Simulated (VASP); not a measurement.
Nb2SiO2, 10 atoms in the cell. The typed cell holds 10 atoms: a = 3.110 Å, b = 3.046 Å, c = 18.763 Å, α = 93.57°, β = 88.03°, γ = 121.80°. The cell was built by a generator and needn't be a form met in nature.

- Program: VASP 6.6.1
- Task: relaxation of cell and atoms
- Functional: PBE
- Potentials or basis: VASP PAW PBE potentials, release 64 (Nb_sv, Si, O)
- Cutoff: 520 eV
- k mesh: 7 × 7 × 2
- Occupations: gaussian, width 0.15 eV
- Spin: no spin polarisation
- Further INCAR settings: PREC = Normal; LREAL = Auto; ALGO = Fast; EDIFF = 1e-05; ISYM = 0; IBRION = 2; EDIFFG = -0.03; NSW = 110; ISIF = 3

Potentials or basis: VASP PAW PBE potentials, release 64 (Nb_sv, Si, O).

Command:

```sh
$ cat potpaw_PBE.64/Nb_sv/POTCAR potpaw_PBE.64/Si/POTCAR potpaw_PBE.64/O/POTCAR > POTCAR
$ mpirun -np 4 vasp_std > vasp.out
```

Hardware: 4 MPI ranks on Intel(R) Xeon(R) 6975P-C (Granite Rapids) (shared host).

Task: Estimate the wall time of this run.

Result: Wall time 24 min on 4 MPI ranks on Intel(R) Xeon(R) 6975P-C (Granite Rapids), on a shared host, peak memory 0.37 GiB a rank. Counts: scf iterations 619, k points 50, ion steps 38.
